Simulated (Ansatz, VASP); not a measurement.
# Cross-check of GaN between VASP and Ansatz

Wanted: the spread between two codes on one cell, functional and k mesh. The cell is taken from a series of runs on this material, whose earlier steps may have relaxed, scaled, displaced or heated it; both programs get it as it stands.

Main program and level: Ansatz 0.2.0; plane waves, with VASP 6.6.1 beside it; zone-centre phonons at LDA.

### 1. The structure

It takes space group P6_3mc (No. 186, hexagonal). The conventional cell has a = 3.065 Å, b = 3.065 Å, c = 5.000 Å, α = 90.00°, β = 90.00°, γ = 120.00°. N has 4 Ga at 1.87 to 1.88 Å nearest. Nearest to Ga lie 4 N at 1.87 to 1.88 Å. Farther neighbours and most contacts between anions are not listed.

### 2. Ansatz: zone-centre phonons, LDA

Ansatz runs on its PAW soft_1 files.

Second derivatives magnify differences that forces hide, and they need a tight electronic threshold.

input.yaml reads:

```yaml
crystal:
  lattice:
    - [3.0645088583, 0.0, 0.0]
    - [-1.5322544291, 2.6539425214, 0.0]
    - [0.0, 0.0, 4.9999040012]
  atoms:
    - { symbol: "N", position: [0.3333333333, 0.6666666667, 0.3754866682] }
    - { symbol: "N", position: [0.6666666667, 0.3333333333, 0.8754866682] }
    - { symbol: Ga, position: [0.3333333333, 0.6666666667, -0.0004866682] }
    - { symbol: Ga, position: [0.6666666667, 0.3333333333, 0.4995133318] }
kpoints:
  mp_grid: { grid: [15, 15, 8] }
hamiltonian:
  xc: lda
  pseudopotentials: { kind: paw, azcp: { folder: soft_1 }, xc_functional: pbe }
scf:
  occupations: { method: fixed }
output:
  eigenvalues: true
phonons:
  method: dfpt
  dielectric: true
  rigid_motions: translations
```

Command:

```sh
> ansatz run input.yaml --threads 8 --pin off --max-ram 16384MiB --backend cpu --events-out ev --progress --plain --runs-dir out
```

Numbers of over 12 decimals in the logs are rounded to 6 here.

What it wrote:

```text
Engine: ansatz 0.2.0, aarch64-unknown-linux-gnu
Pseudopotentials: kind: paw
Pseudopotential: N, paw, valence charge 5, recommended cutoff 420 eV (normal), soft_1/N.paw.azcp
Pseudopotential: Ga, paw, valence charge 13, recommended cutoff 420 eV (normal), soft_1/Ga.paw.azcp
Functional definition: SPW92
  exchange = slater_x
  correlation = pw_c
Crystal: 4 atoms, lattice volume = 40.664 Å³
Basis set: ecut = 420 eV, 785 PW (Γ), exchange–correlation on 48×48×72 points (8 copies of the dense FFT grid, shifted against one another)
Bands: 22, of which v1, the nominal top of the filled ones, is band 18 counted from 1 (17 counted from 0)
Symmetry: 12 space group operations
k-points: 488 of 1800 (irreducible under 2 space group operations, time reversal used)
Non-local potential: N, projectors of the file, l = 0: 2, l = 1: 2, l = 2: 1
Non-local potential: Ga, projectors of the file, l = 0: 2, l = 1: 2, l = 2: 3, l = 3: 1
PAW form: soft (Blöchl's): semilocal exchange-correlation on the pseudo side does not see the compensation charge
PAW frozen core: N, regenerated for the run's functional, and the local potential with it (the file was generated under x = pbe(κ = 0.804, μ = 0.219515), c = pbe(β = 0.066725))
PAW frozen core: Ga, regenerated for the run's functional, and the local potential with it (the file was generated under x = pbe(κ = 0.804, μ = 0.219515), c = pbe(β = 0.066725))
PAW one-centre angular grid: N, 110 points (default); XC on 64 Gauss nodes
PAW one-centre angular grid: Ga, 590 points (default); XC on 64 Gauss nodes
Initial density: superposition of atomic densities (chi_scale 0.1, normalization cell, long waves kept (reshape's long-wave potential 0.00 eV rms))
Initial wavefunctions: pseudopotential atomic-orbital guess
Functional: x = slater, c = lda
SCF iter   1: F=—  HF=-8165.551927 eV  |F-HF|=—  |Δ(HF+E_count)|=         —  Δρ=1.20e-1  dr2=5.25e0  ethr=3.10e-3  ⟨swp⟩=4.0  Hψ=38112  notcnv=0  defer=170
preconditioner: auto → none  [insulator: Δε(μ)=3.649 eV  Ē_g=17.674 eV  n_scr=10 (ndim 8)  ℏωp=34.9 eV  f_vac=0.000  ε∞_Penn≈4.9]
SCF iter   2: F=—  HF=-8164.230584 eV  |F-HF|=—  |Δ(HF+E_count)|=    1.32e0  Δρ=6.11e-2  dr2=8.84e-1  ethr=3.10e-3  ⟨swp⟩=2.9  Hψ=26073  notcnv=0  defer=881
SCF iter   3: F=—  HF=-8164.006974 eV  |F-HF|=—  |Δ(HF+E_count)|=   2.24e-1  Δρ=1.98e-2  dr2=7.30e-2  ethr=2.45e-3  ⟨swp⟩=2.0  Hψ=16288  notcnv=0  defer=705
SCF iter   4: F=—  HF=-8163.996819 eV  |F-HF|=—  |Δ(HF+E_count)|=   1.02e-2  Δρ=7.96e-3  dr2=1.12e-2  ethr=2.03e-4  ⟨swp⟩=2.0  Hψ=21326  notcnv=0  defer=971
SCF iter   5: F=—  HF=-8163.990805 eV  |F-HF|=—  |Δ(HF+E_count)|=   6.01e-3  Δρ=7.89e-4  dr2=6.96e-5  ethr=3.10e-5  ⟨swp⟩=2.0  Hψ=20264  notcnv=0  defer=971
SCF iter   6: F=—  HF=-8163.990787 eV  |F-HF|=—  |Δ(HF+E_count)|=   1.74e-5  Δρ=1.18e-4  dr2=2.14e-6  ethr=1.93e-7  ⟨swp⟩=2.0  Hψ=16590  notcnv=0  defer=465
SCF iter   7: F=—  HF=-8163.990787 eV  |F-HF|=—  |Δ(HF+E_count)|=   4.42e-7  Δρ=7.83e-6  dr2=1.00e-8  ethr=5.96e-9  ⟨swp⟩=2.2  Hψ=13666  notcnv=0
SCF iter   8: F=—  HF=-8163.990787 eV  |F-HF|=—  |Δ(HF+E_count)|=  6.09e-10  Δρ=8.83e-7  dr2=1.71e-10  ethr=2.78e-11  ⟨swp⟩=2.3  Hψ=19217  notcnv=0
SCF iter   9: F=-8163.990787 eV  HF=-8163.990787 eV  |F-HF|=1.82e-12  |Δ(HF+E_count)|=  2.00e-11  Δρ=1.62e-7  dr2=5.71e-12  ethr=1.00e-12  ⟨swp⟩=6.6  Hψ=59058  notcnv=0
SCF 1 converged in 9 iterations: F = -8163.990787 eV  dr2 = 5.71e-12
  greatest PAW one-centre occupation: 0.996 electrons in one spin orbital (limit 2), on the Ga atom at site 3 (counted from 0), in its partial waves of l = 2
NSCF: frozen V_eff on 4 k-points
DFPT response loops at Γ: preconditioner auto → Resta (q_TF=auto, 2.673 Å⁻¹)  ε∞=4.7 (no band partly filled); β = 1.00, the filter's whole step (`scf.mixing.beta` (0.50) is not read by the response loops at its default; to damp them type it under 1.00, their step now; it binds the ground state too); Broyden in place of MSR1
── the response to a field inside a basis, on 16×16×8 k-points: an SCF that follows is theirs, and a resumed run solves both again ──
Bands: 19, of which v1, the nominal top of the filled ones, is band 18 counted from 1 (17 counted from 0)
k-points: 288 of 2048 (irreducible under 4 space group operations, time reversal used)
Initial density: handed on by an earlier stage of this run
Initial wavefunctions: pseudopotential atomic-orbital guess (no wavefunctions were taken with the density)
Eigensolver: Dense (288 Hₖ)
SCF iter   1: F=—  HF=-8163.990773 eV  |F-HF|=—  |Δ(HF+E_count)|=         —  Δρ=4.54e-4  dr2=1.66e-5  ethr=1.00e-1
preconditioner: auto → none  [insulator: Δε(μ)=2.898 eV  Ē_g=15.514 eV  n_scr=10 (ndim 8)  ℏωp=34.9 eV  f_vac=0.002  ε∞_Penn≈6.1]
SCF iter   2: F=—  HF=-8163.990770 eV  |F-HF|=—  |Δ(HF+E_count)|=   2.94e-6  Δρ=2.50e-4  dr2=7.53e-6  ethr=4.60e-8
SCF iter   3: F=—  HF=-8163.990771 eV  |F-HF|=—  |Δ(HF+E_count)|=   1.53e-6  Δρ=9.81e-5  dr2=3.33e-6  ethr=2.09e-8
SCF iter   4: F=-8163.990770 eV  HF=-8163.990770 eV  |F-HF|=4.03e-9  |Δ(HF+E_count)|=   1.71e-6  Δρ=1.04e-5  dr2=1.59e-8  ethr=9.24e-9
SCF 1 converged in 4 iterations: F = -8163.990770 eV  dr2 = 1.59e-8
DFPT response loops at Γ: preconditioner auto → Resta (q_TF=auto, 2.673 Å⁻¹)  ε∞=4.5 (no band partly filled); β = 1.00, the filter's whole step (`scf.mixing.beta` (0.50) is not read by the response loops at its default; to damp them type it under 1.00, their step now; it binds the ground state too); Broyden in place of MSR1
SCF converged after 9 iterations
Free energy (F): -8163.990787 eV
Harris-Foulkes:  -8163.990787 eV  (|F-HF|=1.82e-12)
Internal energy: -8163.990787 eV  (E = F + TS)
E sigma→0 (E₀):  -8163.990787 eV
Fermi energy:    11.203195 eV
--- Per-component energies (eV) ---
  E_band       = 33.409529
  E_kinetic    = 491.298102
  E_local      = -2654.072011  (includes V_loc(G=0)·N_el)
  E_nonlocal   = -102.646730
  E_hartree    = 1723.101232
  E_xc         = -246.411664
  E_vxc        = -266.363181  (∫ρ·V_xc dr)
  E_paw        = -4079.721057  (= ΣΔE_a)
  E_vpaw       = -881.010383  (= ΣTr[D̂ρ^β])
  E_aug_tail   = 0.001277  (compensation charges beyond the density's cutoff)
  E_ewald      = -3299.156986
  E_core_change = 3.617051  (= ΣΔE_core)
  E_smearing   = -0.000000  (= −TS)
  E_closure    = 0.000000  (closes the sum)
  Σ components = -8163.990787   (vs F -8163.990787, Δ=0.00e0)
--- Band table (eV; the first three rows and the last of 488) ---
  k-point 0: bands = [... 14 lower, 10.0063, 11.1284, 11.2032, 11.2032, 13.8959, 16.1497, 20.8847, 21.6083]
  k-point 1: bands = [... 14 lower, 10.0497, 10.6658, 11.1557, 11.1557, 14.2691, 16.1812, 20.7689, 21.6207]
  k-point 2: bands = [... 14 lower, 10.1745, 10.1745, 11.0209, 11.0209, 14.9983, 16.2553, 20.4788, 21.2120]
  k-point 487: bands = [... 14 lower, 6.6459, 7.0675, 8.9502, 9.3654, 17.1596, 18.0434, 19.0975, 19.9799]
--- Phonons (Γ-DFPT): 4 representative perturbations + reference, on 488 of 1800 k-points (Σ response iterations 13) ---
  k mesh reduced under 2 symmetry operations, with k and −k counted as one. Each operation leaves every solved perturbation unchanged. A smaller set is not considered because the run solves the response to a homogeneous field
  ASR residual: 5.724e-5 → 0.000e0 eV/Å²; symmetrization residual: 9.325e-6 eV/Å²
  ASR residual per site (eV/Å²): 5.72e-5 5.72e-5 3.43e-5 3.43e-5
  Γ frequencies (cm⁻¹): 0.00 0.00 0.00 132.50 132.50 364.41 613.00 632.35 632.35 647.77 647.77 778.20
  ε∞ (high-frequency dielectric tensor):
        5.289215     0.000000    -0.000000
        0.000000     5.289215    -0.000000
       -0.000000    -0.000000     5.455198
  ε⁰ (static dielectric tensor: ions relaxed, cell fixed):
        8.658061     0.000000     0.000000
        0.000000     8.658061     0.000000
        0.000000     0.000000     9.415279
  ε⁰ − ε∞ (ionic part):
        3.368846     0.000000     0.000000
        0.000000     3.368846     0.000000
        0.000000     0.000000     3.960080
  softest optical mode at Γ: 132.50 cm⁻¹; the repairs (sum rule, projections) moved no ω² at Γ by more than (1.81 cm⁻¹)²
  Born effective charges Z* (e; rows j = field, columns β = displacement):
    site 0:
        -2.54801   -0.00000   -0.00000
        -0.00000   -2.54801    0.00000
         0.00000    0.00000   -2.67800
    site 1:
        -2.54801   -0.00000    0.00000
        -0.00000   -2.54801   -0.00000
        -0.00000    0.00000   -2.67800
    site 2:
         2.54801    0.00000   -0.00000
         0.00000    2.54801   -0.00000
        -0.00000   -0.00000    2.67800
    site 3:
         2.54801    0.00000    0.00000
         0.00000    2.54801   -0.00000
         0.00000   -0.00000    2.67800
  Z* charge neutrality: 1.168e-3 e pre-enforcement
  solved inside a basis spanned on kpoints, on 16×16×8 k-points, its susceptibility summed on 18×18×10: ε∞ is read to err by 1.5e-2, Z* by 1.4e-2 e (field_mesh: kpoints solves on kpoints); Z* is corrected for what the basis lacks
  optical modes at Γ without the LO–TO term, one row a degenerate level:
      ω (cm⁻¹)  modes    IR ((D/Å)²/amu)
        132.50      2             0.0000
        364.41      1             0.0000
        613.00      1            28.3709
[...]
optical modes at Γ + LO–TO along q̂ = [1.0000, 0.0000, 0.0000]:
      ω (cm⁻¹)  modes    IR ((D/Å)²/amu)
[...]
optical modes at Γ + LO–TO along q̂ = [0.0000, 1.0000, 0.0000]:
      ω (cm⁻¹)  modes    IR ((D/Å)²/amu)
[...]
778.20      1             0.0000
        809.05      1            25.6835
  optical modes at Γ + LO–TO along q̂ = [0.0000, 0.0000, 1.0000]:
      ω (cm⁻¹)  modes    IR ((D/Å)²/amu)
        132.50      2             0.0000
        364.41      1             0.0000
        632.35      2            51.3669
        647.77      2             0.0000
        778.20      1             0.0000
        805.32      1            28.3709
```

(Part 1 of 3 ends here.)

[Lines on the potential files, build, host, timing and source positions are cut from VASP's logs without a mark.]

[Logs are printed without paths, hosts, clocks, repeated set-up lines and the standing remarks that a program may print on its own settings, such as how far it seeks lower states.]

[Hosts, paths, dates, database ids (printed as entryN), source tags and the programs' standing remarks are cut or masked in the printed files.]
